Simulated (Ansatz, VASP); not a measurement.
**One calculation of SiSn2, two programs**

```xyz
6
Lattice="3.2663 0.0000 0.0000 -1.6331 2.8287 0.0000 0.0000 0.0000 15.7901" Properties=species:S:1:pos:R:3 pbc="T T T"
Si    1.6331    0.9429   11.8426
Si    0.0000    1.8858    3.9475
Sn    1.6331    0.9429    1.5608
Sn    1.6331    0.9429    6.3342
Sn    0.0000    1.8858   14.2293
Sn    0.0000    1.8858    9.4559
```

Alike in both runs: functional PBE; k mesh 6 × 6 × 1; occupations gaussian, width 0.1 eV; no spin polarisation.

Ansatz relaxed the structure, and its values are those at the end. VASP's run is a single point on that final structure, the one shown.

|  | VASP | Ansatz |
| --- | --- | --- |
| version | VASP 6.6.1 | Ansatz 0.2.0 |
| potentials or method | VASP PAW PBE potentials, release 64 (Si, Sn_d) | scalar-relativistic, plane waves, PAW |
| plane-wave cutoff (eV) | 520 | 420 |
| valence electrons in the cell | 64 | 64 |

Ansatz gave:

```
gap on the k mesh at the Fermi level (eV) : none
pressure (GPa)                            : -0.1
rms of the force components (eV/Å)        : 0.006
```

Q: Which values does VASP return?

A: gap on the k mesh at the Fermi level (eV): none; pressure (GPa): -0.2; rms of the force components (eV/Å): 0.006.

A gap of «none» marks a metal or a gap that the smearing closes.

Caveats: the k mesh is coarse (spacing up to 0.40 Å⁻¹), so the values aren't converged.
